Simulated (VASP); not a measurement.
Given:

```
MgB2
1.0
    1.53776    -2.71676     0.00000
    1.53776     2.71676     0.00000
    0.00000     0.00000     3.55055
Mg B
1 2
Cartesian
  0.00000   0.00000   0.00000
  1.53776   0.89833   1.77527
  1.53776  -0.89833   1.77527
```

Computed with r2SCAN meta-GGA, VASP's PBE PAW potentials (set 64) (plane waves; VASP 6.6.1). Settings: 600 eV cut-off, 10×10×8 Γ-centred mesh, first-order Methfessel-Paxton smearing of 0.10 eV, potentials Mg B.

### Question
What does the run give for the energy per atom (σ→0), pressure, band gap (on the k-mesh) with the smallest direct gap where there is one?

### Answer

| Item | Result |
|---|---|
| band gap (on the k-mesh) | none (metal, semimetal or under 0.01 eV) |
| energy per atom (σ→0) | -6.460 eV/atom |
| pressure | -5.57 GPa |

Only differences to runs with the same potentials and settings are physical.

The compound is MgB2 in the AlB2 type structure. This cell was strained or had an atom moved on purpose. Symmetry was kept, so distortions that lower it aren't found.
